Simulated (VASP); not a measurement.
Set up this calculation in VASP 6.6.1, as the native input.

```yaml
Task: single point
Functional: LDA
Potentials_or_basis: VASP PAW LDA potentials, release 64 (Mg, Pb_d, N)
Cutoff: 520 eV
k_mesh: 9 × 9 × 4
Occupations: gaussian, width 0.05 eV
Spin: no spin polarisation
Dipole_correction: no
Further_INCAR_settings: ALGO = Normal; EDIFF = 1e-07; NBANDS = 28
```

The structure of MgPb2N2 lies in POSCAR:

```
MgPb2N2
1.0
    3.3917442120      0.0000000000      0.0000000000
   -1.6958721060      2.9373366507      0.0000000000
    0.0000000000      0.0000000000      9.2349600287
Mg Pb N
1 2 2
Direct
    0.0000000000      0.0000000000      0.0000000000
    0.6666666667      0.3333333333      0.2865500000
    0.3333333333      0.6666666667      0.7134500000
    0.6666666667      0.3333333333      0.8618210000
    0.3333333333      0.6666666667      0.1381790000
```

The cell comes from a database or a generator and needn't be the stable form of this composition.

One way to write it, as run:

INCAR

```
PREC = Accurate
ENCUT = 520
EDIFF = 1E-7
ISMEAR = 0
SIGMA = 0.05
LREAL = F
LASPH = T
NELM = 80
ALGO = Normal
ISIF = 2
LWAVE = F
LCHARG = T
LELF = T
LVHAR = T
NBANDS = 28
```

KPOINTS

```
Automatic mesh
0
Gamma
  9 9 4
```

Potentials or basis: VASP PAW LDA potentials, release 64 (Mg, Pb_d, N).

Command:

```sh
$ cat potpaw_LDA.64/Mg/POTCAR potpaw_LDA.64/Pb_d/POTCAR potpaw_LDA.64/N/POTCAR > POTCAR
$ mpirun -np 1 vasp_std > vasp.out
```

Results of the run:

| Property | Result |
| --- | --- |
| Pressure | -6.3 GPa |
| Largest force | 0.546 eV/Å |
| Band gap on the k mesh | 0.61 eV, direct |

Caveat: spin-orbit coupling is left out, which as a rule narrows the gap of such compounds by several tenths of an eV; an odd mesh through Γ misses points on the zone boundary, where band edges often lie.

Wall time 110 s on 1 thread of Intel(R) Xeon(R) Platinum 8559C (Emerald Rapids), on a shared host, peak memory 0.25 GiB.
